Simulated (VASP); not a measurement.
Data:

```
CELL_PARAMETERS angstrom
      0.00000     3.16000     3.16000
      3.16000     0.00000     3.16000
      3.16000     3.16000     0.00000
ATOMIC_POSITIONS crystal
  Sn 0.00000 0.00000 0.00000
  Te 0.50000 0.50000 0.50000
```

Method: PBEsol GGA, VASP's PBE PAW potentials (set 64) (plane waves; VASP). Run with 480 eV cut-off, 7×7×7 Γ-centred mesh, Gaussian smearing of 0.050 eV, potentials Sn_d Te.

Q: The ions, cell shape and volume are relaxed. What does this cell relax into?

A: 
```
CELL_PARAMETERS angstrom
      0.00000     3.14274     3.14274
      3.14274     0.00000     3.14274
      3.14274     3.14274     0.00000
ATOMIC_POSITIONS crystal
  Sn 0.00000 0.00000 0.00000
  Te 0.50000 0.50000 0.50000
```
Space group Fm-3m (225), at a tolerance of 0.03 Å.

Q: How do energy and volume change from the first to the last step?

A: The energy (σ→0) changes by -1.2 meV/atom and the volume by -1.6 %, in 3 ionic steps.

The compound is SnTe in the rock salt structure, which distorts at low temperature. This run relaxes it. Symmetry was kept, so distortions that lower it aren't found.
